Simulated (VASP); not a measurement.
VASP input:

File KPOINTS:
```
Automatic mesh
0
Gamma
6 6 4
0 0 0
```

File POSCAR:
```
CdS
1
    2.0012562424    -3.4662773291     0.0000000000
    2.0012562424     3.4662773291     0.0000000000
    0.0000000000     0.0000000000     6.5060789502
Cd S
2 2
Direct
  0.6666670000   0.3333330000   0.5000693886
  0.3333330000   0.6666670000   0.0000693886
  0.6666670000   0.3333330000   0.8769306114
  0.3333330000   0.6666670000   0.3769306114
```

INCAR:
```
ALGO = Normal
EDIFF = 1E-6
EDIFFG = -0.02
ENCUT = 500
IBRION = 2
ISIF = 3
ISMEAR = 0
LASPH = T
LCHARG = F
LMAXMIX = 4
LREAL = F
LWAVE = F
NELM = 100
NSW = 40
PREC = Accurate
PSTRESS = 50
SIGMA = 0.05
SYSTEM = CdS
```

POTCAR, in this order: Cd S (LDA.64 set). Program: vasp_std.

Question: Translate this LDA calculation to Quantum ESPRESSO's pw.x.

Answer: One equivalent input (not run):
```
&CONTROL
  calculation = 'vc-relax'
  pseudo_dir = './pseudo'
  outdir = './out'
  tprnfor = .true.
  tstress = .true.
  nstep = 40
  forc_conv_thr = 0.00078
/
&SYSTEM
  ibrav = 0
  nat = 4
  ntyp = 2
  ecutwfc = 102
  occupations = 'smearing'
  smearing = 'gaussian'
  degauss = 0.003675
  input_dft = 'pz'
/
&ELECTRONS
  conv_thr = 7.3e-08
  electron_maxstep = 100
/
&IONS
/
&CELL
  press = 50
/
ATOMIC_SPECIES
  Cd 112.414 Cd.upf
  S 32.060 S.upf
CELL_PARAMETERS angstrom
     2.0012562   -3.4662773    0.0000000
     2.0012562    3.4662773    0.0000000
     0.0000000    0.0000000    6.5060790
ATOMIC_POSITIONS crystal
  Cd   0.6666670  0.3333330  0.5000694
  Cd   0.3333330  0.6666670  0.0000694
  S    0.6666670  0.3333330  0.8769306
  S    0.3333330  0.6666670  0.3769306
K_POINTS automatic
  6 6 4 0 0 0
```
The two are equivalent in intent, not identical: the potentials are each code's own (VASP's PAW set, PseudoDojo norm-conserving files in pw.x), so ENCUT and ecutwfc are chosen apart and not converted; conv_thr bounds pw.x's estimated SCF error, while EDIFF bounds the energy change between steps; forc_conv_thr acts on force components and is met together with etot_conv_thr.

The compound is CdS in the wurtzite structure. It was relaxed first under an external pressure of 5 GPa.
